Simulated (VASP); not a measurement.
Here is the system:

```yaml
crystal:
  lattice:
    - [0.00000, 3.26102, 3.26102]
    - [3.26102, 0.00000, 3.26102]
    - [3.26102, 3.26102, 0.00000]
  atoms:
    - { symbol: Cd, position: [0.00000, 0.00000, 0.00000] }
    - { symbol: Te, position: [0.25000, 0.25000, 0.25000] }
```

Computed with vdW-DF-cx, VASP's PBE PAW potentials (set 64) (plane waves; VASP). Settings: 520 eV cut-off, Gaussian smearing of 0.050 eV, potentials Cd Te.

Unless said otherwise, spin-orbit coupling is left out, though it shifts the bands of the heavy elements here.

### Question
Give the energies of bands 7 to 12 at the high-symmetry points, in eV from the valence-band maximum.

### Answer

| band | Γ | X | U | L | W |
|---|---|---|---|---|---|
| 7 | 0.00 | -4.24 | -4.14 | -4.35 | -4.12 |
| 8 | 0.00 | -1.81 | -2.49 | -0.75 | -2.27 |
| 9 | 0.00 | -1.81 | -1.50 | -0.75 | -2.14 |
| 10 | 0.62 | 2.57 | 2.84 | 1.73 | 4.14 |
| 11 | 4.57 | 2.62 | 4.44 | 5.14 | 4.63 |
| 12 | 4.57 | 8.68 | 7.25 | 5.14 | 5.47 |

The gap is direct, 0.62 eV, from the valence maximum at Γ to the conduction minimum at Γ.

Measured: gap 1.63 eV (computed value off by -1.01 eV), as given by Anna Miglio et al., npj Computational Materials (2020), arXiv:2011.12765 [zero-point renormalisation of 16 meV (experimental, the table's column) added back].

The compound is CdTe in the zinc blende structure. It was relaxed first.
